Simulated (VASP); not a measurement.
Method: PBE GGA + U (Dudarev), VASP's PBE PAW potentials (set 64) (plane waves; VASP).

A VASP calculation is set up with these files.

**KPOINTS**
```
Automatic mesh
0
Gamma
11 11 11
0 0 0
```

POSCAR:
```
NiAl
2.94780
  1.0000000000   0.0000000000   0.0000000000
  0.0000000000   1.0000000000   0.0000000000
  0.0000000000   0.0000000000   1.0000000000
Al Ni
1 1
direct
  0.5000000000   0.5000000000   0.5000000000
  0.0000000000   0.0000000000   0.0000000000
```

### INCAR
```
ALGO = Normal
EDIFF = 1E-6
ENCUT = 400
GGA = PE
ISIF = 2
ISMEAR = 1
LASPH = .True.
LCHARG = .False.
LDAU = .True.
LDAUJ = 0 0
LDAUL = -1 2
LDAUPRINT = 1
LDAUTYPE = 2
LDAUU = 0 5.0
LMAXMIX = 4
LORBIT = 10
LREAL = .False.
LWAVE = .False.
NELM = 100
PREC = Accurate
SIGMA = 0.1
SYSTEM = NiAl
```

POTCAR, in this order: Al Ni (PBE.64 set). Program: vasp_std.

What VASP printed:

### OSZICAR
```
       N       E                     dE             d eps       ncg     rms          rms(c)
DAV:   1     0.385862109676E+02    0.38586E+02   -0.48561E+03  1136   0.109E+03
DAV:   2    -0.684287031334E+01   -0.45429E+02   -0.42987E+02  1128   0.188E+02
DAV:   3    -0.793450261400E+01   -0.10916E+01   -0.10873E+01  1338   0.401E+01
DAV:   4    -0.794897922078E+01   -0.14477E-01   -0.14473E-01  1282   0.410E+00
DAV:   5    -0.794935098831E+01   -0.37177E-03   -0.37176E-03  1270   0.658E-01    0.713E+00
DAV:   6    -0.831108171481E+01   -0.36173E+00   -0.14791E+01  1234   0.681E+01    0.704E+00
DAV:   7    -0.751704215457E+01    0.79404E+00   -0.49087E+00  1244   0.418E+01    0.133E+00
DAV:   8    -0.750291872180E+01    0.14123E-01   -0.10138E-01  1216   0.297E+00    0.594E-01
DAV:   9    -0.749990946480E+01    0.30093E-02   -0.18586E-02  1336   0.230E+00    0.720E-02
DAV:  10    -0.749993950537E+01   -0.30041E-04   -0.27159E-04  1230   0.220E-01    0.317E-02
DAV:  11    -0.749994840651E+01   -0.89011E-05   -0.47565E-05  1256   0.116E-01    0.499E-03
DAV:  12    -0.749994823963E+01    0.16687E-06   -0.31490E-06   786   0.282E-02
   1 F= -.74999482E+01 E0= -.74998495E+01  d E =-.296219E-03
```

### OUTCAR
```
------------------------ aborting loop because EDIFF is reached ----------------------------------------
  FORCE on cell =-STRESS in cart. coord.  units (eV):
  Direction    XX          YY          ZZ          XY          YZ          ZX
  --------------------------------------------------------------------------------------
  Total       -2.0787346     -2.0787346     -2.0787346     -0.0000000     -0.0000000      0.0000000
  in kB     -130.0216210   -130.0216210   -130.0216210     -0.0000000     -0.0000000      0.0000000
  external PRESSURE =    -130.0216210 kB  Pullay stress =       0.0000000 kB
  volume of cell :       25.61
      direct lattice vectors                 reciprocal lattice vectors
     2.947800000  0.000000000  0.000000000     0.339236040  0.000000000  0.000000000
     0.000000000  2.947800000  0.000000000     0.000000000  0.339236040  0.000000000
     0.000000000  0.000000000  2.947800000     0.000000000  0.000000000  0.339236040
 POSITION                                       TOTAL-FORCE (eV/Angst)
 -----------------------------------------------------------------------------------
      1.47390      1.47390      1.47390         0.000000      0.000000      0.000000
      0.00000      0.00000      0.00000         0.000000      0.000000      0.000000
 -----------------------------------------------------------------------------------
    total drift:                               -0.000000      0.000000     -0.000000
  FREE ENERGIE OF THE ION-ELECTRON SYSTEM (eV)
  ---------------------------------------------------
  free  energy   TOTEN  =        -7.4999482396 eV

  energy  without entropy=       -7.4996520211  energy(sigma->0) =       -7.49984950

 total charge

# of ion       s       p       d       tot
------------------------------------------
    1        0.380   0.373   0.000   0.753
    2        0.423   0.419   8.713   9.555
--------------------------------------------------
tot          0.803   0.792   8.713  10.308
```
(Selected blocks of OUTCAR.)

The compound is NiAl in the CsCl type structure. The cell was not relaxed at this level. The run is one of a series of settings (LDAU = .TRUE., LDAUJ = 0 0, LDAUL = -1 2, LDAUTYPE = 2, LDAUU = 0 5.0 against the base run), some of them coarse on purpose. The run is not spin-polarised, so no magnetic state was tried. The electron count is odd and the run is not spin-polarised, which forces a metal.
